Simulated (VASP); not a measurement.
Consider the following.

```yaml
crystal:
  lattice:
    - [0.00000, 2.66937, 2.66937]
    - [2.66937, 0.00000, 2.66937]
    - [2.66937, 2.66937, 0.00000]
  atoms:
    - { symbol: Ga, position: [0.00000, 0.00000, 0.00000] }
    - { symbol: P, position: [0.25000, 0.25000, 0.25000] }
```

The numbers are results of SCAN meta-GGA, VASP's PBE PAW potentials (set 64) (plane waves; VASP 6.6.1), not measurements. Run with 520 eV cut-off, 8×8×8 Γ-centred mesh, Gaussian smearing of 0.050 eV, potentials Ga_d P.

Task: The job: GaP (zinc blende), 2 atoms, SCAN, static run, 520 eV, 8×8×8 Γ-centred mesh. Roughly how much core time does it take on a busy server core?

Result: About 90 core-seconds (one run on a shared machine, a rough figure). It had 29 irreducible k-points, 13 bands, up to 1036 plane waves and 29 electronic steps.

The compound is GaP in the zinc blende structure. This cell is one point of a volume scan, at 0.94 of the reference volume.
